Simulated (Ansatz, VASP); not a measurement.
# CoSi2: VASP beside Ansatz

One calculation is typed for both programs; each brings its own data sets. How far apart do they land? The cell is taken from a series of runs on this material, whose earlier steps may have relaxed, scaled, displaced or heated it; both programs get it as it stands.

Program: Ansatz 0.2.0. Level of theory: plane waves, with VASP 6.6.1 beside it; zone-centre phonons at PBEsol. Results are calculated unless marked as measured.

## 1. The starting structure

Symmetry: Fm-3m, No. 225, cubic system. The conventional cell has a = 5.417 Å, b = 5.417 Å, c = 5.417 Å, α = 90.00°, β = 90.00°, γ = 90.00°. Nearest to Si lie 4 Co at 2.35 Å. Nearest to Co lie 8 Si at 2.35 Å. Farther neighbours are not listed.

Structure file:

```xyz
3
Lattice="0.0000 2.7084 2.7084 2.7084 0.0000 2.7084 2.7084 2.7084 0.0000" Properties=species:S:1:pos:R:3 pbc="T T T"
Si    1.3542    1.3542    1.3542
Si    4.0626    4.0626    4.0626
Co    0.0000    0.0000    0.0000
```

## 2. VASP: zone-centre phonons, PBEsol

Second derivatives magnify differences that forces hide, and they need a tight electronic threshold.

Lines of VASP's logs that name or quote its potential files are left out, and so is its time.

File INCAR:

```
SYSTEM = CoSi2
PREC = Accurate
ENCUT = 600
EDIFF = 1E-08
NELM = 120
ISMEAR = 1
SIGMA = 0.2
LREAL = .FALSE.
ALGO = Normal
GGA = PS
NBANDS = 14
LASPH = .TRUE.
LORBIT = 11
LWAVE = .FALSE.
LCHARG = .FALSE.
ISIF = 2
IBRION = 8
GGA_COMPAT = .FALSE.
KPAR = 2
```

File POSCAR:

```
CoSi2
1.0
    0.0000000000      2.7083720742      2.7083720742
    2.7083720742      0.0000000000      2.7083720742
    2.7083720742      2.7083720742      0.0000000000
Si Co
2 1
Direct
    0.2500000000      0.2500000000      0.2500000000
    0.7500000000      0.7500000000      0.7500000000
    0.0000000000      0.0000000000      0.0000000000
```

File KPOINTS:

```
Automatic mesh
0
Gamma
16 16 16
0 0 0
```

PAW data sets: Si and Co (PBE family, release 64).

Started as:

```sh
$ mpirun -np 2 vasp_std
```

Numbers of over 12 decimals in the logs are rounded to 6 here.

Output:

```text
[banner, memory and clock lines left out]
running    2 mpi-ranks, on    1 nodes
 distrk:  each k-point on    1 cores,    2 groups
 distr:  one band on    1 cores,    1 groups

 POSCAR found type information on POSCAR SiCo
 POSCAR found :  2 types and       3 ions
|                                                                             |
|               ----> ADVICE to this user running VASP <----                  |
|                                                                             |
|     You enforced a specific xc type in the INCAR file but a different       |
|     [... a line on the potential file left out ...]
|     I HOPE YOU KNOW WHAT YOU ARE DOING!                                     |
|                                                                             |

 LDA part: xc-table for (Slater+PW92), standard interpolation
 POSCAR, INCAR and KPOINTS ok, starting setup
 FFT: planning ... GRIDC
 FFT: planning ... GRID_SOFT
 FFT: planning ... GRID
 WAVECAR not read
 entering main loop
       N       E                     dE             d eps       ncg     rms          rms(c)
DAV:   1     0.686654104066E+02    0.68665E+02   -0.75149E+03  4068   0.129E+03
DAV:   2    -0.184626564911E+02   -0.87128E+02   -0.79323E+02  4246   0.237E+02
DAV:   3    -0.224685860918E+02   -0.40059E+01   -0.38850E+01  5330   0.570E+01
DAV:   4    -0.225509196928E+02   -0.82334E-01   -0.82203E-01  4802   0.760E+00
DAV:   5    -0.225535240233E+02   -0.26043E-02   -0.26040E-02  5484   0.146E+00    0.147E+01
DAV:   6    -0.269587548665E+02   -0.44052E+01   -0.35538E+01  4684   0.127E+02    0.197E+01
DAV:   7    -0.209307213899E+02    0.60280E+01   -0.15183E+01  5206   0.985E+01    0.324E+00
DAV:   8    -0.209520012743E+02   -0.21280E-01   -0.11797E+00  5250   0.870E+00    0.202E+00
DAV:   9    -0.209096236988E+02    0.42378E-01   -0.12575E-01  4966   0.681E+00    0.507E-01
DAV:  10    -0.209089721103E+02    0.65159E-03   -0.96917E-03  5742   0.171E+00    0.175E-01
DAV:  11    -0.209085939383E+02    0.37817E-03   -0.12979E-03  5468   0.703E-01    0.481E-02
DAV:  12    -0.209086168810E+02   -0.22943E-04   -0.11018E-04  6026   0.100E-01    0.238E-02
DAV:  13    -0.209086107290E+02    0.61520E-05   -0.11355E-05  6270   0.550E-02    0.787E-03
DAV:  14    -0.209086106322E+02    0.96731E-07   -0.17053E-06  6426   0.146E-02    0.305E-03
DAV:  15    -0.209086107467E+02   -0.11442E-06   -0.67647E-08  5942   0.370E-03    0.927E-04
DAV:  16    -0.209086107697E+02   -0.23030E-07   -0.15898E-08  3222   0.251E-03    0.363E-04
DAV:  17    -0.209086107748E+02   -0.50923E-08   -0.63767E-09  2756   0.557E-04
   1 F= -.20908611E+02 E0= -.20908976E+02  d E =0.109546E-02
 Linear response reoptimize wavefunctions to high precision
DAV:   1    -0.209086107727E+02    0.21196E-08   -0.51634E-10  3202   0.284E-04
DAV:   2    -0.209086107727E+02   -0.50022E-11   -0.10284E-10  2672   0.933E-05
 Linear response DOF=           2
 Linear response progress:
  Degree of freedom:   1/  2
       N       E                     dE             d eps       ncg     rms          rms(c)
RMM:   1    -0.202889205326E-01   -0.20289E-01    0.27545E-02 43254   0.126E+00
RMM:   2    -0.177207638974E-01    0.25682E-02   -0.12015E-03 24599   0.553E-01    0.929E-02
RMM:   3    -0.178881995919E-01   -0.16744E-03   -0.51338E-04 28693   0.168E-01    0.498E-02
RMM:   4    -0.180719686860E-01   -0.18377E-03   -0.81114E-05 27128   0.691E-02    0.839E-03
RMM:   5    -0.180593269778E-01    0.12642E-04   -0.60409E-06 29923   0.201E-02    0.530E-03
RMM:   6    -0.180359359828E-01    0.23391E-04   -0.12513E-06 29366   0.854E-03    0.150E-03
RMM:   7    -0.180409400721E-01   -0.50041E-05   -0.17028E-07 26555   0.404E-03    0.773E-04
RMM:   8    -0.180469136474E-01   -0.59736E-05   -0.11241E-07 28396   0.221E-03    0.408E-04
RMM:   9    -0.180454620542E-01    0.14516E-05    0.56071E-09 30276   0.720E-04    0.671E-05
RMM:  10    -0.180455485837E-01   -0.86530E-07    0.91492E-10 32590   0.221E-04    0.242E-05
RMM:  11    -0.180455416824E-01    0.69013E-08    0.17664E-09 31190   0.689E-05    0.121E-05
 first order change of Fermi-energy  -0.14512E-04
 force on displaced ion       1 direction 1 :  -7.243   0.000   0.000
 Linear response progress:
  Degree of freedom:   2/  2
       N       E                     dE             d eps       ncg     rms          rms(c)
RMM:   1    -0.175231216565E+00   -0.17523E+00   -0.13334E-01 16113   0.265E+00
RMM:   2    -0.171845475218E+00    0.33857E-02   -0.29068E-03 13936   0.706E-01    0.186E-01
RMM:   3    -0.171779997566E+00    0.65478E-04   -0.52742E-04 15305   0.169E-01    0.109E-01
RMM:   4    -0.172345127336E+00   -0.56513E-03   -0.34333E-04 16110   0.129E-01    0.941E-03
RMM:   5    -0.172320310255E+00    0.24817E-04   -0.15252E-05 16284   0.351E-02    0.656E-03
RMM:   6    -0.172316272658E+00    0.40376E-05   -0.15671E-06 14431   0.134E-02    0.410E-03
RMM:   7    -0.172291973107E+00    0.24300E-04   -0.62061E-07 16566   0.639E-03    0.102E-03
RMM:   8    -0.172284875610E+00    0.70975E-05   -0.39129E-08 16762   0.190E-03    0.427E-04
RMM:   9    -0.172279632296E+00    0.52433E-05   -0.40650E-09 15239   0.535E-04    0.942E-05
RMM:  10    -0.172279765602E+00   -0.13331E-06   -0.22932E-09 17143   0.228E-04    0.261E-05
RMM:  11    -0.172279563932E+00    0.20167E-06   -0.19601E-09 16165   0.111E-04    0.949E-06
RMM:  12    -0.172279649595E+00   -0.85663E-07   -0.19224E-09 17437   0.580E-05    0.265E-06
RMM:  13    -0.172279641816E+00    0.77792E-08   -0.19590E-09 18900   0.370E-05    0.547E-07
 first order change of Fermi-energy   0.46086E-03
 force on displaced ion       3 direction 1 :  -9.914   0.000   0.000
 Linear response finished
```

Parts of OUTCAR (step 2):

```text
ion  position               nearest neighbor table
   1  0.250  0.250  0.250-   3 2.35   3 2.35   3 2.35   3 2.35   2 2.71   2 2.71   2 2.71   2 2.71
                             2 2.71   2 2.71
   2  0.750  0.750  0.750-   3 2.35   3 2.35   3 2.35   3 2.35   1 2.71   1 2.71   1 2.71   1 2.71
                             1 2.71   1 2.71
   3  0.000  0.000  0.000-   2 2.35   2 2.35   2 2.35   1 2.35   2 2.35   1 2.35   1 2.35   1 2.35

  LATTYP: Found a face centered cubic cell.
 ALAT       =     5.4167441484

 Subroutine GETGRP returns: Found 48 space group operations
 (whereof 48 operations were pure point group operations)

The static configuration has the point symmetry O_h .

 Found    145 irreducible k-points:

   k-points           NKPTS =    145   k-points in BZ     NKDIM =    145   number of bands    NBANDS=     14

   dimension x,y,z NGX =    32 NGY =   32 NGZ =   32
   dimension x,y,z NGXF=    64 NGYF=   64 NGZF=   64

   ENCUT  =  600.0 eV  44.10 Ry    6.64 a.u.   7.65  7.65  7.65*2*pi/ulx,y,z

   NELECT =      17.0000    total number of electrons

 k-points in reciprocal lattice and weights: Automatic mesh
   0.00000000  0.00000000  0.00000000       0.000
   0.06250000  0.00000000  0.00000000       0.002
   0.12500000  0.00000000  0.00000000       0.002
   0.18750000  0.00000000  0.00000000       0.002
   0.25000000  0.00000000  0.00000000       0.002
   0.31250000  0.00000000  0.00000000       0.002
   0.37500000  0.00000000  0.00000000       0.002
   0.43750000  0.00000000  0.00000000       0.002
   0.50000000  0.00000000  0.00000000       0.001
[...]
-0.31250000  0.50000000  0.18750000       0.003
  -0.25000000  0.50000000  0.25000000       0.001

 average (electrostatic) potential at core
       1 -79.7042       2 -79.7042       3 -78.4670

  Total       -2.4580076     -2.4580076     -2.4580076      0.0000000      0.0000000     -0.0000000
  in kB      -99.1148722    -99.1148722    -99.1148722      0.0000000      0.0000000     -0.0000000
  external PRESSURE =     -99.1148722 kB  Pullay stress =       0.0000000 kB

  energy-cutoff  :      600.00
  volume of cell :       39.73
      direct lattice vectors                 reciprocal lattice vectors
     0.000000000  2.708372074  2.708372074    -0.184612744  0.184612744  0.184612744
     2.708372074  0.000000000  2.708372074     0.184612744 -0.184612744  0.184612744
     2.708372074  2.708372074  0.000000000     0.184612744  0.184612744 -0.184612744

 POSITION                                       TOTAL-FORCE (eV/Angst)
 -----------------------------------------------------------------------------------
      1.35419      1.35419      1.35419         0.000000      0.000000      0.000000
      4.06256      4.06256      4.06256        -0.000000     -0.000000     -0.000000
      0.00000      0.00000      0.00000        -0.000000      0.000000      0.000000
 -----------------------------------------------------------------------------------
    total drift:                                0.000000     -0.000000      0.000000

 Eigenvectors and eigenvalues of the dynamical matrix
 ----------------------------------------------------

   1 f  =    9.177977 THz    57.666929 2PiTHz  306.144353 cm-1    37.957045 meV
             X         Y         Z           dx          dy          dz
      1.354186  1.354186  1.354186    -0.158165   -0.480561    0.000000
      4.062558  4.062558  4.062558    -0.158165   -0.480561    0.000000
      0.000000  0.000000  0.000000     0.218412    0.663616    0.000000

   2 f  =    9.177977 THz    57.666929 2PiTHz  306.144353 cm-1    37.957045 meV
             X         Y         Z           dx          dy          dz
      1.354186  1.354186  1.354186    -0.000000    0.000000    0.505920
      4.062558  4.062558  4.062558    -0.000000    0.000000    0.505920
      0.000000  0.000000  0.000000     0.000000    0.000000   -0.698634

   3 f  =    9.177977 THz    57.666929 2PiTHz  306.144353 cm-1    37.957045 meV
             X         Y         Z           dx          dy          dz
      1.354186  1.354186  1.354186     0.480561   -0.158165    0.000000
      4.062558  4.062558  4.062558     0.480561   -0.158165   -0.000000
      0.000000  0.000000  0.000000    -0.663616    0.218412    0.000000

   4 f  =    9.106766 THz    57.219500 2PiTHz  303.769025 cm-1    37.662542 meV
             X         Y         Z           dx          dy          dz
      1.354186  1.354186  1.354186    -0.620070   -0.337321    0.041566
      4.062558  4.062558  4.062558     0.620070    0.337321   -0.041566
      0.000000  0.000000  0.000000     0.000000   -0.000000    0.000000

   5 f  =    9.106766 THz    57.219500 2PiTHz  303.769025 cm-1    37.662542 meV
             X         Y         Z           dx          dy          dz
      1.354186  1.354186  1.354186    -0.076011    0.053346   -0.700983
      4.062558  4.062558  4.062558     0.076011   -0.053346    0.700983
      0.000000  0.000000  0.000000    -0.000000    0.000000    0.000000

   6 f  =    9.106766 THz    57.219500 2PiTHz  303.769025 cm-1    37.662542 meV
             X         Y         Z           dx          dy          dz
      1.354186  1.354186  1.354186    -0.331263    0.619168    0.083040
      4.062558  4.062558  4.062558     0.331263   -0.619168   -0.083040
      0.000000  0.000000  0.000000    -0.000000    0.000000    0.000000

   7 f/i=    0.000845 THz     0.005307 2PiTHz    0.028176 cm-1     0.003493 meV
             X         Y         Z           dx          dy          dz
      1.354186  1.354186  1.354186     0.000000   -0.000000   -0.494009
      4.062558  4.062558  4.062558     0.000000   -0.000000   -0.494009
      0.000000  0.000000  0.000000     0.000000    0.000000   -0.715479

   8 f/i=    0.000845 THz     0.005307 2PiTHz    0.028176 cm-1     0.003493 meV
             X         Y         Z           dx          dy          dz
      1.354186  1.354186  1.354186     0.016472   -0.493734   -0.000000
      4.062558  4.062558  4.062558     0.016472   -0.493734   -0.000000
      0.000000  0.000000  0.000000     0.023856   -0.715081    0.000000

   9 f/i=    0.000845 THz     0.005307 2PiTHz    0.028176 cm-1     0.003493 meV
             X         Y         Z           dx          dy          dz
      1.354186  1.354186  1.354186     0.493734    0.016472   -0.000000
      4.062558  4.062558  4.062558     0.493734    0.016472    0.000000
      0.000000  0.000000  0.000000     0.715081    0.023856    0.000000

 ELASTIC MODULI CONTR FROM IONIC RELAXATION (kBar)
 Direction    XX          YY          ZZ          XY          YZ          ZX
 --------------------------------------------------------------------------------
 XX          -0.0000      0.0000     -0.0000      0.0000      0.0000     -0.0000
 YY           0.0000     -0.0000     -0.0000      0.0000     -0.0000      0.0000
 ZZ          -0.0000     -0.0000     -0.0000      0.0000      0.0000      0.0000
 XY           0.0000      0.0000      0.0000   -448.4179     -0.0000     -0.0000
 YZ           0.0000     -0.0000      0.0000     -0.0000   -448.4179      0.0000
 ZX          -0.0000      0.0000      0.0000     -0.0000      0.0000   -448.4179
 --------------------------------------------------------------------------------
```

This run has no spin polarisation, so a moment on Co, if there is one, isn't seen. Its electron count is odd, so without a moment it is a metal by construction.

(Part 1 of 2 ends here.)

[Lines on the potential files, build, host, timing and source positions are cut from VASP's logs without a mark.]

[Logs are printed without paths, hosts, clocks, repeated set-up lines and the standing remarks that a program may print on its own settings, such as how far it seeks lower states.]

[Hosts, paths, dates, database ids (printed as entryN), source tags and the programs' standing remarks are cut or masked in the printed files.]
